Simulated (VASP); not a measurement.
Consider the following.

```
CELL_PARAMETERS angstrom
      0.00000     1.73506     1.73506
      1.73506     0.00000     1.73506
      1.73506     1.73506     0.00000
ATOMIC_POSITIONS crystal
  Ni 0.00000 0.00000 0.00000
```
Starting moments (μB, in the order of the record's atoms Ni): 0.6.

Computed with vdW-DF-cx, VASP's PBE PAW potentials (set 64) (plane waves; VASP). Run with 520 eV cut-off, 20×20×20 Γ-centred mesh, tetrahedra with Blöchl corrections, potentials Ni.

Tabulate the total density of states (states/eV per cell) against energy (eV; zero at the valence-band maximum or, without a gap, the Fermi level).

```
E (eV) | DOS (states/eV)
    -9.98 |  0.00
    -9.77 |  0.00
    -9.55 |  0.00
    -9.34 |  0.00
    -9.02 |  0.03
    -8.81 |  0.04
    -8.60 |  0.05
    -8.38 | # 0.06
    -8.17 | # 0.07
    -7.96 | # 0.08
    -7.74 | # 0.09
    -7.53 | # 0.10
    -7.21 | # 0.11
    -7.00 | # 0.12
    -6.79 | # 0.13
    -6.57 | # 0.14
    -6.36 | # 0.16
    -6.14 | # 0.17
    -5.93 | ## 0.19
    -5.61 | ## 0.23
    -5.40 | ## 0.27
    -5.19 | ### 0.35
    -4.97 | #### 0.50
    -4.76 | ###### 0.75
    -4.55 | ######## 0.95
    -4.33 | ########## 1.15
    -4.01 | ############ 1.45
    -3.80 | ############# 1.50
    -3.59 | ############## 1.61
    -3.37 | ############## 1.66
    -3.16 | ############## 1.66
    -2.95 | ################# 1.97
    -2.73 | ################ 1.83
    -2.52 | ##################### 2.40
    -2.20 | ##################### 2.48
    -1.99 | ##################### 2.43
    -1.78 | ################### 2.21
    -1.56 | ######################### 2.84
    -1.35 | #################### 2.32
    -1.14 | ################## 2.10
    -0.92 | ###################### 2.52
    -0.60 | ############################## 3.48
    -0.39 | ############ 1.41
    -0.18 | ############ 1.34
     0.04 | ################# 1.96
     0.25 | ########### 1.31
     0.46 | ### 0.35
     0.68 | ### 0.34
     0.99 | ### 0.32
     1.21 | ### 0.30
     1.42 | ### 0.30
     1.63 | ## 0.29
     1.85 | ## 0.28
     2.06 | ## 0.27
     2.27 | ## 0.27
     2.49 | ## 0.27
     2.81 | ## 0.26
     3.02 | ## 0.25
     3.23 | ## 0.24
     3.45 | ## 0.23
```
Within 2 eV below the Fermi level the largest weight inside VASP's projection spheres is Ni d.

The compound is Ni in the fcc structure. It was relaxed first.
